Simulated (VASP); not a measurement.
VASP runs on Cu3Pd (space group P4/mmm) share one base input (LDA (Ceperley-Alder, Perdew-Zunger), plane waves, VASP's LDA PAW potentials (set 64)) and change the settings named in each case.

KPOINTS:
```
Automatic mesh
0
Gamma
9 9 9
0 0 0
```

File POSCAR:
```
Cu3Pd
7.382170
  0.5000000000   0.0000000000   0.0000000000
  0.0000000000   0.5000000000   0.0000000000
  0.0000000000   0.0000000000   0.4948607252
Cu Pd
3 1
Cartesian
  0.0000000000   0.2500000000   0.2474303626
  0.2500000000   0.0000000000   0.2474303626
  0.2500000000   0.2500000000   0.0000000000
  0.0000000000   0.0000000000   0.0000000000
```

**INCAR**
```
SYSTEM = Cu3Pd
PREC = Accurate; ENCUT = 300; LREAL = .FALSE.
LASPH = .TRUE.
EDIFF = 1E-6; NELM = 100; ALGO = Normal
LMAXMIX = 4
ISMEAR = -1; SIGMA = 0.136
ISIF = 2
LWAVE = .FALSE.; LCHARG = .FALSE.
```

POTCAR, in this order: Cu Pd (LDA.64 set). Program: vasp_std.

```json
[
 {"change": "base run", "E(σ→0) (eV/atom)": "-5.2360", "pressure (GPa)": "-10.44", "−TS (eV)": "-0.0904"},
 {"change": "GGA = PS, POTCAR Cu Pd (PBE.64 set)", "E(σ→0) (eV/atom)": "-4.8183", "pressure (GPa)": "?", "−TS (eV)": "?"},
 {"change": "GGA_COMPAT = .FALSE., LNONCOLLINEAR = .TRUE., LSORBIT = .TRUE., MAGMOM = 0.0 0.0 0.0 0.0 0.0 0.0 0.0 0.0 0.0 0.0 0.0 0.0, program vasp_ncl", "E(σ→0) (eV/atom)": "-5.2503", "pressure (GPa)": "?", "−TS (eV)": "?"},
 {"change": "KPOINTS 1×1×1 Γ-centred mesh", "E(σ→0) (eV/atom)": "-3.1352", "pressure (GPa)": "39.07", "−TS (eV)": "-0.4467"}
]
```

**Question.** Some entries are withheld; supply them.

**Answer.** 
- GGA_COMPAT = .FALSE., LNONCOLLINEAR = .TRUE., LSORBIT = .TRUE., MAGMOM = 0.0 0.0 0.0 0.0 0.0 0.0 0.0 0.0 0.0 0.0 0.0 0.0, program vasp_ncl, pressure (GPa): -10.76
- GGA_COMPAT = .FALSE., LNONCOLLINEAR = .TRUE., LSORBIT = .TRUE., MAGMOM = 0.0 0.0 0.0 0.0 0.0 0.0 0.0 0.0 0.0 0.0 0.0 0.0, program vasp_ncl, −TS (eV): -0.0911
- GGA = PS, POTCAR Cu Pd (PBE.64 set), pressure (GPa): -4.72
- GGA = PS, POTCAR Cu Pd (PBE.64 set), −TS (eV): -0.0927

Energies of different potentials or functionals have different zeros.  At 300 eV the pressure can carry a Pulay error.

Left out are runs that ran out of time, are held back, or changed the cell or the kind of run, fixed moments of cells without a moment, rows past the twelfth, gaps on odd meshes, pressures of charged cells and columns that move by less than the noise.

The structure comes from a measured Cu3Pd entry of the Crystallography Open Database, whose conditions weren't checked. The cell was not relaxed at this level, its lattice was scaled by up to 2.5 %.
